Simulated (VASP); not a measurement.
Given:

```yaml
crystal:
  lattice:
    - [2.23000, -3.86247, 0.00000]
    - [2.23000, 3.86247, 0.00000]
    - [0.00000, 0.00000, 5.93000]
  atoms:
    - { symbol: Te, position: [0.00000, 0.26300, 0.66667] }
    - { symbol: Te, position: [0.73700, 0.73700, 0.00000] }
    - { symbol: Te, position: [0.26300, 0.00000, 0.33333] }
```
Cell charge -0.5.

Computed with PBE GGA, VASP's PBE PAW potentials (set 64) (plane waves; VASP 6.6.1). Settings: NELECT = 18.5, 400 eV cut-off, 6×6×4 Γ-centred mesh, Gaussian smearing of 0.050 eV, potentials Te.

The cell is charged, with a uniform compensating background.

Problem. Give the force on each atom (eV/Å).

Solution. 
| atom | Fx | Fy | Fz |
|---|---|---|---|
| Te1 | 0.317 | 0.549 | 0.000 |
| Te2 | -0.634 | 0.000 | 0.000 |
| Te3 | 0.317 | -0.549 | 0.000 |

Problem. Give the stress tensor in GPa (positive for a compressed cell).

Solution. 
```
11.35   0.00   0.00
 0.00  11.35   0.00
 0.00   0.00  13.89
```
The pressure is its mean diagonal, 12.19 GPa.

The compound is Te in the trig structure. The cell was not relaxed at this level. The run is one of a series of settings (NELECT = 18.5 against the base run), some of them coarse on purpose.
